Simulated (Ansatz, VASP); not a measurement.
# LuHg: VASP beside Ansatz, part 2 of 2

Wanted: the spread between two codes on one cell, functional and k mesh. The cell is taken from a series of runs on this material, whose earlier steps may have relaxed, scaled, displaced or heated it; both programs get it as it stands.

VASP 6.6.1 and Ansatz 0.2.0.

So far. Step 2 (VASP: relaxation of cell and atoms, PBEsol): The data set Lu_3 holds the 4f electrons frozen in the core, so no f bands or f moments appear.

## (3) Ansatz: relaxation of cell and atoms, PBEsol

Level of this step: Ansatz beside VASP: Kohn-Sham DFT, plane waves, PBEsol (Ansatz).

Ansatz runs on its PAW soft_1 files.

The same cell, functional, mesh and smearing now go to Ansatz, which takes its cutoff from its data sets.

The input, input.yaml:

```yaml
crystal:
  lattice:
    - [3.5896151594, 0.0, 0.0]
    - [0.0, 3.5896151594, 0.0]
    - [0.0, 0.0, 3.5896151594]
  atoms:
    - { symbol: Lu, position: [0.5, 0.5, 0.5] }
    - { symbol: Hg, position: [0.0, 0.0, 0.0] }
kpoints:
  mp_grid: { grid: [12, 12, 12] }
hamiltonian:
  xc: pbesol
  pseudopotentials: { kind: paw, azcp: { folder: soft_1 }, xc_functional: pbe }
scf:
  occupations: { method: methfessel_paxton, width: 0.2 }
output:
  forces: true
  stress: true
  eigenvalues: true
relax:
  adjacent_minimum: "off"
  f_tol: 0.001
  max_steps: 60
  cell: { stress_tol: 0.01 }
```

Run with:

```console
ansatz run input.yaml --threads 4 --pin off --max-ram 10240MiB --backend cpu --events-out ev --progress --plain --runs-dir out
```

Numbers of over 12 decimals in the logs are rounded to 6 here.

Output:

```text
Engine: ansatz 0.2.0, aarch64-unknown-linux-gnu
Pseudopotentials: kind: paw
Pseudopotential: Lu, paw, valence charge 25, recommended cutoff 420 eV (normal), soft_1/Lu.paw.azcp
Pseudopotential: Hg, paw, valence charge 20, recommended cutoff 420 eV (normal), soft_1/Hg.paw.azcp
Functional definition: PBEsol
  exchange = pbesol_x
  correlation = pbesol_c
Crystal: 2 atoms, lattice volume = 46.253 Å³
Basis set: ecut = 420 eV, 895 PW (Γ), exchange–correlation on 48×48×48 points (8 copies of the dense FFT grid, shifted against one another)
Bands: 27, of which v1, the nominal top of the filled ones, is band 23 counted from 1 (22 counted from 0)
Symmetry: 48 space group operations
Space group: Pm-3m (ITA 221), of the structure as read, at distance tolerance 3.6e-5 Å
k-points: 84 of 1728
Non-local potential: Lu, projectors of the file, l = 0: 3, l = 1: 2, l = 2: 2, l = 3: 3
Non-local potential: Hg, projectors of the file, l = 0: 3, l = 1: 2, l = 2: 2, l = 3: 1
PAW form: soft (Blöchl's): semilocal exchange-correlation on the pseudo side does not see the compensation charge
PAW frozen core: Lu, regenerated for the run's functional, and the local potential with it (the file was generated under x = pbe(κ = 0.804, μ = 0.219515), c = pbe(β = 0.066725))
PAW frozen core: Hg, regenerated for the run's functional, and the local potential with it (the file was generated under x = pbe(κ = 0.804, μ = 0.219515), c = pbe(β = 0.066725))
PAW one-centre angular grid: Lu, 590 points (default); XC on 64 Gauss nodes
PAW one-centre angular grid: Hg, 590 points (default); XC on 64 Gauss nodes
Initial density: superposition of atomic densities (chi_scale 0.1, normalization cell, long waves kept (reshape's long-wave potential 0.00 eV rms))
Initial wavefunctions: pseudopotential atomic-orbital guess
Functional: x = pbesol(κ = 0.804, μ = 0.123457), c = pbesol(β = 0.046)
SCF iter   1: F=—  HF=-28286.957790 eV  |F-HF|=—  |Δ(HF+E_count)|=         —  Δρ=1.44e-1  dr2=1.63e1  ethr=3.10e-3  ⟨swp⟩=5.3  Hψ=11226  notcnv=0
preconditioner: auto → Kerker (q_TF=auto, 2.716 Å⁻¹)  [metal: Δε(μ)=0.033 eV  Ē_g=12.497 eV  σ=0.200 eV  W_gap=0.14  n_scr=18 (ndim 8)  ℏωp=32.3 eV  f_vac=0.000  D(μ)=2.96/eV (n_scr^D=26)]
SCF iter   2: F=—  HF=-28283.679747 eV  |F-HF|=—  |Δ(HF+E_count)|=    3.28e0  S|Δr|=    0.00e0  Δρ=3.96e-2  dr2=1.51e0  ethr=3.10e-3  ⟨swp⟩=4.2  Hψ=6827  notcnv=0
SCF iter   3: F=—  HF=-28283.288335 eV  |F-HF|=—  |Δ(HF+E_count)|=   3.91e-1  S|Δr|=    0.00e0  Δρ=2.48e-2  dr2=3.90e-1  ethr=3.10e-3  ⟨swp⟩=2.8  Hψ=4910  notcnv=0
SCF iter   4: F=—  HF=-28283.140517 eV  |F-HF|=—  |Δ(HF+E_count)|=   1.48e-1  S|Δr|=    0.00e0  Δρ=1.24e-2  dr2=7.48e-2  ethr=8.68e-4  ⟨swp⟩=3.1  Hψ=5555  notcnv=0
SCF iter   5: F=—  HF=-28283.146867 eV  |F-HF|=—  |Δ(HF+E_count)|=   6.35e-3  S|Δr|=    0.00e0  Δρ=4.37e-3  dr2=4.38e-3  ethr=1.66e-4  ⟨swp⟩=2.7  Hψ=5389  notcnv=0
SCF iter   6: F=—  HF=-28283.145605 eV  |F-HF|=—  |Δ(HF+E_count)|=   1.26e-3  S|Δr|=    0.00e0  Δρ=1.01e-3  dr2=8.21e-4  ethr=9.74e-6  ⟨swp⟩=3.1  Hψ=5418  notcnv=0
SCF iter   7: F=—  HF=-28283.145390 eV  |F-HF|=—  |Δ(HF+E_count)|=   2.15e-4  S|Δr|=    0.00e0  Δρ=3.16e-4  dr2=7.76e-5  ethr=1.83e-6  ⟨swp⟩=2.1  Hψ=3832  notcnv=0
SCF iter   8: F=—  HF=-28283.145338 eV  |F-HF|=—  |Δ(HF+E_count)|=   5.23e-5  S|Δr|=    0.00e0  Δρ=6.79e-5  dr2=4.12e-6  ethr=1.72e-7  ⟨swp⟩=2.5  Hψ=4222  notcnv=0
SCF iter   9: F=—  HF=-28283.145335 eV  |F-HF|=—  |Δ(HF+E_count)|=   2.19e-6  S|Δr|=    0.00e0  Δρ=1.71e-5  dr2=2.11e-7  ethr=9.17e-9  ⟨swp⟩=2.9  Hψ=5071  notcnv=0
SCF iter  10: F=-28283.145335 eV  HF=-28283.145335 eV  |F-HF|=9.24e-9  |Δ(HF+E_count)|=   3.96e-8  S|Δr|=    0.00e0  Δρ=4.21e-6  dr2=1.20e-8  ethr=2.22e-10  ⟨swp⟩=9.5  Hψ=15903  notcnv=0
SCF 1 converged in 10 iterations: F = -28283.145335 eV  dr2 = 1.20e-8
  greatest PAW one-centre occupation: 1.000 electrons in one spin orbital (limit 2), on the Hg atom at site 1 (counted from 0), in its partial waves of l = 0
relax step   1: F+E_penalty+E_count = -28283.14533530 eV  Δ(F+E_penalty+E_count) = +0.000e0 eV  max|allowed force component| = 5.327e-28 eV/Å  Δτ_max = 0.0000 Å  P = -0.005 GPa  Ω = 46.253 Å³  (10 SCF iters, dr2 threshold 1.00e-7 eV, accepted)
Initial density: handed on by an earlier stage of this run
Initial wavefunctions: pseudopotential atomic-orbital guess (no wavefunctions were taken with the density)
iter 1 solved again at ethr=7.32e-9 eV; its pass at ethr=3.10e-3 eV (dr2=3.29e-6 eV) is discarded
SCF iter   1: F=—  HF=-28283.145374 eV  |F-HF|=—  |Δ(HF+E_count)|=         —  Δρ=4.09e-6  dr2=1.13e-8  ethr=7.32e-9  ⟨swp⟩=5.9  Hψ=23284  notcnv=0
preconditioner: auto → Kerker (q_TF=auto, 2.716 Å⁻¹)  [metal: Δε(μ)=0.036 eV  Ē_g=12.257 eV  σ=0.200 eV  W_gap=0.15  n_scr=18 (ndim 8)  ℏωp=32.3 eV  f_vac=0.000  D(μ)=1.42/eV (n_scr^D=6)]
SCF iter   2: F=—  HF=-28283.145335 eV  |F-HF|=—  |Δ(HF+E_count)|=   3.87e-5  S|Δr|=    0.00e0  Δρ=2.42e-6  dr2=4.14e-9  ethr=2.51e-11  ⟨swp⟩=3.7  Hψ=6117  notcnv=0
SCF iter   3: F=—  HF=-28283.145335 eV  |F-HF|=—  |Δ(HF+E_count)|=  6.98e-10  S|Δr|=    0.00e0  Δρ=1.98e-6  dr2=2.83e-9  ethr=9.20e-12  ⟨swp⟩=3.1  Hψ=4790  notcnv=0
SCF iter   4: F=—  HF=-28283.145335 eV  |F-HF|=—  |Δ(HF+E_count)|=  6.77e-10  S|Δr|=    0.00e0  Δρ=5.99e-7  dr2=1.81e-10  ethr=6.28e-12  ⟨swp⟩=2.2  Hψ=3704  notcnv=0
SCF iter   5: F=—  HF=-28283.145335 eV  |F-HF|=—  |Δ(HF+E_count)|=  7.28e-12  S|Δr|=    0.00e0  Δρ=2.82e-7  dr2=2.43e-11  ethr=4.02e-13 (applied; sched 1.00e-12)  ⟨swp⟩=2.9  Hψ=4776  notcnv=0
SCF iter   6: F=—  HF=-28283.145335 eV  |F-HF|=—  |Δ(HF+E_count)|=    0.00e0  S|Δr|=    0.00e0  Δρ=8.15e-8  dr2=2.34e-12  ethr=5.41e-14 (applied; sched 1.00e-12)  ⟨swp⟩=2.3  Hψ=4114  notcnv=0
SCF iter   7: F=—  HF=-28283.145335 eV  |F-HF|=—  |Δ(HF+E_count)|=  7.28e-12  S|Δr|=    0.00e0  Δρ=2.95e-8  dr2=2.13e-13  ethr=1.00e-12  ⟨swp⟩=8.0  Hψ=14562  notcnv=0
SCF iter   8: F=-28283.145335 eV  HF=-28283.145335 eV  |F-HF|=7.28e-12  |Δ(HF+E_count)|=  7.28e-12  S|Δr|=    0.00e0  Δρ=1.42e-8  dr2=5.69e-14  ethr=1.00e-12  ⟨swp⟩=6.2  Hψ=10932  notcnv=0
SCF 2 converged in 8 iterations: F = -28283.145335 eV  dr2 = 5.69e-14
relax step   2: F+E_penalty+E_count = -28283.14533531 eV  Δ(F+E_penalty+E_count) = -6.323e-9 eV  max|allowed force component| = 1.783e-28 eV/Å  Δτ_max = 0.0000 Å  P = -0.005 GPa  Ω = 46.253 Å³  stress off target by 5.16e-3 GPa  SCF on the basis re-selected at this cell (its energy is not comparable with the rows above)  (8 SCF iters)
basis re-selected at this cell: Δ(F+E_penalty+E_count) = -6.323e-9 eV, ΔP = +0.000 GPa vs the last step (what re-selecting the basis moved, of the pressure what is left beyond the Pulay correction that the steps carried, after the strain that the cell walked since its last selection, with what the two solves' SCF thresholds leave and, on support functions, any second-order correction that the steps lacked; it is no m [...]
SCF converged after 8 iterations
Stability not checked: this state was not tested for a lower state beside it, because cold or Methfessel-Paxton smearing, or corrected tetrahedra, fill the levels in a way that the test cannot read (fill_not_monotonic; see scf.lower_state_search)
Free energy (F): -28283.145335 eV
Harris-Foulkes:  -28283.145335 eV  (|F-HF|=7.28e-12)
Internal energy: -28283.147850 eV  (E = F + TS)
E sigma→0 (E₀):  -28283.145964 eV
Entropy (-TS):   0.002515 eV (1.257 meV/atom)
Fermi energy:    16.954296 eV
--- Per-component energies (eV) ---
  E_band       = -300.808325
  E_kinetic    = 993.457053
  E_local      = -8773.268347  (includes V_loc(G=0)·N_el)
  E_nonlocal   = 768.999932
  E_hartree    = 3695.764165
  E_xc         = -416.850174
  E_vxc        = -503.277428  (∫ρ·V_xc dr)
  E_paw        = -17111.155794  (= ΣΔE_a)
  E_vpaw       = -178.248355  (= ΣTr[D̂ρ^β])
  E_aug_tail   = 0.000473  (compensation charges beyond the density's cutoff)
  E_ewald      = -7441.615753
  E_core_change = 1.520594  (= ΣΔE_core)
  E_smearing   = 0.002515  (= −TS)
  E_closure    = -0.000000  (closes the sum)
  Σ components = -28283.145335   (vs F -28283.145335, Δ=0.00e0)
--- Forces (eV/Å), atoms counted from 1 ---
  atom   1  Lu     0.00000000     0.00000000     0.00000000
  atom   2  Hg     0.00000000    -0.00000000    -0.00000000
  max |Σ_I F_I| component: 3.17e-28 eV/Å
--- Stress (GPa, compression-positive) ---
       -0.005164       0.000000       0.000000
        0.000000      -0.005164       0.000000
        0.000000       0.000000      -0.005164
  P = ⅓ Tr σ = -0.0052 GPa (-0.052 kbar)
--- Band table (eV; the first three rows and the last of 84) ---
  k-point 0: bands = [... 19 lower, 11.4077, 11.4281, 17.4032, 17.4032, 21.4466, 21.4466, 21.4466, 21.4979]
  k-point 1: bands = [... 19 lower, 11.4109, 11.4315, 17.3346, 17.3798, 20.5426, 20.5426, 20.9185, 21.4228]
  k-point 2: bands = [... 19 lower, 11.4197, 11.4410, 16.9219, 17.3148, 19.7346, 19.7346, 20.2676, 21.3583]
  k-point 83: bands = [... 19 lower, 11.4323, 14.8232, 14.8232, 14.8232, 15.3713, 22.2944, 22.2944, 22.2944]
--- Relaxed structure (1 steps of the walk, 1 accepted, 1 SCFs on fresh bases) ---
  F+E_penalty+E_count = -28283.14533531 eV   max|allowed force component| = 1.783e-28 eV/Å   (the final SCF, on the basis selected at the relaxed cell)
  cell:  # Å, volume = 46.2534 Å³
    - [3.5896151594, 0.0, 0.0]
    - [0.0, 3.5896151594, 0.0]
    - [0.0, 0.0, 3.5896151594]
  atoms:
    - { symbol: Lu, position: [0.500000, 0.500000, 0.500000] }
    - { symbol: Hg, position: [0.0, 0.0, 0.0] }
```

## (4) Differences

Known differences besides the potentials themselves: the data sets hold 45 valence electrons in Ansatz (on its PAW soft_1 files) and 21 in VASP; the cutoff is 420 eV in Ansatz and 500 eV in VASP; Ansatz makes its cores anew for this functional, VASP keeps those of its PBE data sets; Ansatz adds a Pulay correction to the stress that steers its cell, VASP none. Total energies have different zeros and are not compared.

The two programs side by side:

```tsv
quantity	Ansatz	VASP	difference
volume (Å³)	46.25	46.07	+0.39 %
edge a after relaxation, in the typed setting (Å)	3.590	3.585	+0.13 %
```

## (5) Outcome

| Quantity | Value |
| --- | --- |
| difference in volume (relaxation of cell and atoms, PBEsol) | 0.39 % |

In words: The difference in volume is 0.39 % (relaxation of cell and atoms, PBEsol), within the 1.2 % picked in this series as the mark of a large difference, as far as the stopping tolerances let one tell. The data sets hold unlike numbers of valence electrons (45 in Ansatz and 21 in VASP), so part of the differences comes from the potentials. VASP runs on this material, other cells of it included, that failed, so that no pair exists: zone-centre phonons, PBEsol (crashed). Such differences can come from data sets, numerical settings and the points named under the comparisons, not from the functional's error against experiment.

[Lines on the potential files, build, host, timing and source positions are cut from VASP's logs without a mark.]

[Logs are printed without paths, hosts, clocks, repeated set-up lines and the standing remarks that a program may print on its own settings, such as how far it seeks lower states.]

[Hosts, paths, dates, database ids (printed as entryN), source tags and the programs' standing remarks are cut or masked in the printed files.]
